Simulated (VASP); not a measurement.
A convergence study with VASP on SrO (space group no. 225 when undisturbed): one setting is varied, all else stays as given below, so the limit is that of these other settings. One atom is moved off its site, so that forces are finite.

```
SrO
1.0
    0.00000     2.56710     2.56710
    2.56710     0.00000     2.56710
    2.56710     2.56710     0.00000
Sr O
1 1
Cartesian
  0.00000   0.00000   0.05000
  2.56710   2.56710   2.56710
```

Computed with PBEsol GGA, VASP's PBE PAW potentials (set 64) (plane waves; VASP). The tightest run used: 400 eV cut-off, 18×18×18 Γ-centred mesh, Fermi-Dirac smearing of 0.050 eV, potentials Sr_sv O.

Gaps are read on the run's mesh, which can miss a band edge.

**Question.** The settings run are 2×2×2 mesh; 3×3×3 mesh; 4×4×4 mesh; 5×5×5 mesh; 6×6×6 mesh; 7×7×7 mesh; 9×9×9 mesh; 10×10×10 mesh; 11×11×11 mesh; 12×12×12 mesh; 13×13×13 mesh; 14×14×14 mesh; 16×16×16 mesh; 18×18×18 mesh. From which on does the stress (every component) stay within 0.2 GPa of the tightest run?

**Answer.** From 3×3×3 mesh on: it is off by 0.12 there and by no more than 0.2 in any finer run, while 2×2×2 mesh is off by 0.71.
| setting | E (eV/atom) | pressure (GPa) | gap on the mesh (eV) | irreducible k-points | difference judged (GPa) |
|---|---|---|---|---|---|
| 2×2×2 mesh | -6.2256 | -2.35 | 2.944 | 4 | 0.71 |
| 3×3×3 mesh | -6.3107 | -2.90 | 3.655 | 6 | 0.12 |
| 4×4×4 mesh | -6.3221 | -3.04 | 3.162 | 13 | 0.02 |
| 5×5×5 mesh | -6.3247 | -3.01 | 3.357 | 18 | 0.01 |
| 6×6×6 mesh | -6.3256 | -2.98 | 3.168 | 30 | 0.04 |
| 7×7×7 mesh | -6.3249 | -3.02 | 3.265 | 40 | 0.00 |
| 9×9×9 mesh | -6.3251 | -3.01 | 3.227 | 75 | 0.01 |
| 10×10×10 mesh | -6.3247 | -3.03 | 3.169 | 102 | 0.02 |
| 11×11×11 mesh | -6.3248 | -3.03 | 3.208 | 126 | 0.02 |
| 12×12×12 mesh | -6.3248 | -3.03 | 3.168 | 163 | 0.02 |
| 13×13×13 mesh | -6.3250 | -3.02 | 3.197 | 196 | 0.00 |
| 14×14×14 mesh | -6.3251 | -3.01 | 3.168 | 244 | 0.00 |
| 16×16×16 mesh | -6.3250 | -3.02 | 3.168 | 349 | 0.00 |
| 18×18×18 mesh | -6.3250 | -3.02 | 3.168 | 480 | 0.00 |

Left out are rungs that failed or repeat a setting and relaxations that didn't move; long series are thinned to 24 rows.

The structure is a typed SrO crystal (space group no. 225). The cell was not relaxed at this level, it is distorted from the ideal structure.
